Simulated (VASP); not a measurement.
The system is CuReO2.

```
CELL_PARAMETERS angstrom
1.46773 0.84740 5.32843
-1.46773 0.84740 5.32843
0.00000 -1.69479 5.32843
ATOMIC_POSITIONS crystal
Cu 0.50000 0.50000 0.50000
Re 0.00000 0.00000 0.00000
O 0.26670 0.26670 0.26670
O 0.73330 0.73330 0.73330
```

The cell comes from a database or a generator and needn't be the stable form of this composition.

Base run:

- Program: VASP 6.6.1
- Functional: r2SCAN
- Potentials or basis: VASP PAW PBE potentials, release 64 (Cu, Re, O)
- Cutoff: 520 eV
- k mesh: 7 × 7 × 7
- Occupations: gaussian, width 0.05 eV
- Spin: no spin polarisation

Its results: band gap on the k mesh none (metal or under the smearing width); pressure 34.7 GPa; largest force 4.548 eV/Å.

Problem. The run is repeated on the same cell with these changes: spin from no spin polarisation to collinear spin, ferrimagnetic start. What comes out?

Solution. Band gap on the k mesh none (metal or under the smearing width); pressure 34.7 GPa; net moment -0.20 μB per cell; site moments Cu -0.01; Re -0.16; O -0.01 μB; largest force 4.412 eV/Å.

Caveats: a pressure of tens of GPa on the cell as given is suspect, and the run, the potentials or the cell itself is likely at fault; the PAW data sets were made with another functional, which shifts forces and pressure a little; semilocal functionals often make such compounds metallic where correlation or magnetic order opens a gap, which also shifts bond lengths.

Not every run made on this cell is shown here.
